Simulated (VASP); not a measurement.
Level of theory: PBEsol GGA, VASP's PBE PAW potentials (set 64) (plane waves; VASP).

The input files of a VASP run:

KPOINTS:
```
Automatic mesh
0
Gamma
15 15 8
0 0 0
```

INCAR:
```
LMAXMIX  =  4
NELM  =  100   ! most electronic steps
ISIF  =  2
ISMEAR  =  -5   ! tetrahedra, Bloechl
LCHARG  =  .TRUE.
NEDOS  =  601
ENCUT  =  400
PREC  =  Accurate
EDIFF  =  1E-7   ! SCF stop (eV)
LASPH  =  .TRUE.   ! aspherical one-centre terms
ALGO  =  Normal
LORBIT  =  11   ! lm-projected
LWAVE  =  .FALSE.
GGA  =  PS
SYSTEM  =  Zr
LREAL  =  .FALSE.
```

**POSCAR**
```
Zr
10.2506680
  0.1550894949  -0.2686228798   0.0000000000
  0.1550894949   0.2686228798   0.0000000000
  0.0000000000   0.0000000000   0.5000000066
Zr
2
direct
  0.3333330000   0.6666670000   0.2500000000
  0.6666670000   0.3333330000   0.7500000000
```

POTCAR, in this order: Zr_sv (PBE.64 set). Program: vasp_std.

Q: What will the output report for the number of irreducible k-points (NKPTS), number of bands (NBANDS), largest plane-wave count, number of space-group operations, FFT grid (NGX, NGY, NGZ)?

A: 
- number of irreducible k-points (NKPTS) = 135
- number of bands (NBANDS) = 16
- largest plane-wave count = 827
- number of space-group operations = 24
- FFT grid (NGX, NGY, NGZ) = 24 × 24 × 36

The compound is Zr in the hcp structure. It was relaxed first.
